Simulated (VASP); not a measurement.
Calculation: LDA (Ceperley-Alder, Perdew-Zunger), VASP's LDA PAW potentials (set 64) (plane waves; VASP).

VASP input:

KPOINTS:
```
Automatic mesh
0
Gamma
9 9 9
0 0 0
```

### INCAR
```
NELM  =  100
PREC  =  Accurate
LASPH  =  .TRUE.
ISMEAR  =  0
EDIFF  =  1E-8   # SCF stop (eV)
LCHARG  =  .FALSE.
NSW  =  1   # most ionic steps
SYSTEM  =  SrO
LMAXMIX  =  4   # l cut-off of mixed one-centre charges
ENCUT  =  520
ALGO  =  Normal
LREAL  =  .FALSE.   # projection in real space or not
IBRION  =  8   # DFPT with symmetry
LEPSILON  =  .TRUE.
SIGMA  =  0.01   # width (eV)
LWAVE  =  .FALSE.
```

File POSCAR:
```
SrO
1
    0.0000000000     2.5388467148     2.5388467148
    2.5388467148     0.0000000000     2.5388467148
    2.5388467148     2.5388467148     0.0000000000
Sr O
1 1
Direct
  0.0000000000   0.0000000000   0.0000000000
  0.5000000000   0.5000000000   0.5000000000
```

POTCAR, in this order: Sr_sv O (LDA.64 set). Program: vasp_std.

Output of the run:

### OUTCAR
```


 HEAD OF MICROSCOPIC STATIC DIELECTRIC TENSOR (INDEPENDENT PARTICLE, excluding Hartree and local field effects)
 ------------------------------------------------------
           4.123432    -0.000000     0.000000
          -0.000000     4.123432    -0.000000
           0.000000    -0.000000     4.123432
 ------------------------------------------------------

 MACROSCOPIC STATIC DIELECTRIC TENSOR (including local field effects in DFT)
 ------------------------------------------------------
           3.898547     0.000000    -0.000000
          -0.000000     3.898547    -0.000000
           0.000000     0.000000     3.898547
 ------------------------------------------------------

 PIEZOELECTRIC TENSOR (including local field effects)  for field in x, y, z        (e  Angst)
          XX          YY          ZZ          XY          YZ          ZX
  --------------------------------------------------------------------------------
  x     0.00000     0.00000     0.00000     0.00000     0.00000     0.00000
  y     0.00000     0.00000     0.00000     0.00000     0.00000     0.00000
  z     0.00000     0.00000     0.00000     0.00000     0.00000     0.00000

 PIEZOELECTRIC TENSOR (including local field effects)  for field in x, y, z        (C/m^2)
          XX          YY          ZZ          XY          YZ          ZX
  --------------------------------------------------------------------------------
  x     0.00000     0.00000     0.00000     0.00000     0.00000     0.00000
  y     0.00000     0.00000     0.00000     0.00000     0.00000     0.00000
  z     0.00000     0.00000     0.00000     0.00000     0.00000     0.00000

 BORN EFFECTIVE CHARGES (including local field effects) (in |e|, cummulative output)
 ---------------------------------------------------------------------------------
 ion    1
    1     2.47613    -0.00000     0.00000
    2     0.00000     2.47613     0.00000
    3     0.00000     0.00000     2.47613
 ion    2
    1    -2.47613     0.00000     0.00000
    2    -0.00000    -2.47613     0.00000
    3     0.00000     0.00000    -2.47613

   1 f  =    6.565303 THz    41.251013 2PiTHz  218.994922 cm-1    27.151898 meV

   2 f  =    6.565303 THz    41.251013 2PiTHz  218.994922 cm-1    27.151898 meV

   3 f  =    6.565303 THz    41.251013 2PiTHz  218.994922 cm-1    27.151898 meV

   4 f/i=    0.007965 THz     0.050048 2PiTHz    0.265696 cm-1     0.032942 meV

   5 f/i=    0.007965 THz     0.050048 2PiTHz    0.265696 cm-1     0.032942 meV

   6 f/i=    0.007965 THz     0.050048 2PiTHz    0.265696 cm-1     0.032942 meV

 MACROSCOPIC STATIC DIELECTRIC TENSOR IONIC CONTRIBUTION
 ------------------------------------------------------
          14.173531    -0.000000     0.000000
          -0.000000    14.173531    -0.000000
           0.000000    -0.000000    14.173531
 ------------------------------------------------------

 ELASTIC MODULI CONTR FROM IONIC RELAXATION (kBar)
 Direction    XX          YY          ZZ          XY          YZ          ZX
 --------------------------------------------------------------------------------
 XX           0.0000      0.0000      0.0000      0.0000      0.0000      0.0000
 YY           0.0000      0.0000      0.0000      0.0000      0.0000      0.0000
 ZZ           0.0000      0.0000      0.0000      0.0000      0.0000      0.0000
 XY           0.0000      0.0000      0.0000      0.0000      0.0000      0.0000
 YZ           0.0000      0.0000      0.0000      0.0000      0.0000      0.0000
 ZX           0.0000      0.0000      0.0000      0.0000      0.0000      0.0000
 --------------------------------------------------------------------------------

 PIEZOELECTRIC TENSOR IONIC CONTR  for field in x, y, z        (C/m^2)
          XX          YY          ZZ          XY          YZ          ZX
  --------------------------------------------------------------------------------
  x     0.00000     0.00000     0.00000     0.00000     0.00000     0.00000
  y     0.00000     0.00000     0.00000     0.00000     0.00000     0.00000
  z     0.00000     0.00000     0.00000     0.00000     0.00000     0.00000
```
(Selected blocks of OUTCAR.)

The compound is SrO in the rock salt structure. It was relaxed first.
